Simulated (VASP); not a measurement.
C:

```
C
1.0
     2.46100    0.00000    0.00000
    -1.23050    2.13129    0.00000
     0.00000    0.00000    6.43968
C
4
Direct
  0.00000 0.00000 0.25000
  0.33333 0.66667 0.25000
  0.00000 0.00000 0.75000
  0.66667 0.33333 0.75000
```

The cell was built by a generator and needn't be a form met in nature.

Base run:

| Item | Value |
| --- | --- |
| Program | VASP 6.6.1 |
| Functional | rev-vdW-DF2 |
| Potentials or basis | VASP PAW PBE potentials, release 64 (C) |
| Cutoff | 520 eV |
| k mesh | 16 × 16 × 4 |
| Occupations | fermi-dirac, width 0.05 eV |
| Spin | no spin polarisation |

Its results: band gap on the k mesh 0.41 eV, direct; pressure 2.0 GPa.

Task: The run is repeated on the same cell with these changes: functional from rev-vdW-DF2 to PBEsol. What comes out?

Result: Band gap on the k mesh 0.41 eV, direct; pressure 0.7 GPa.

Caveats: the PAW data sets were made with another functional, which shifts forces and pressure a little; this functional lacks dispersion, which binds the layers, so the pressure and a relaxed spacing across them are unreliable (some runs).

A k mesh can miss the band edges.

Not every run made on this cell is shown here.
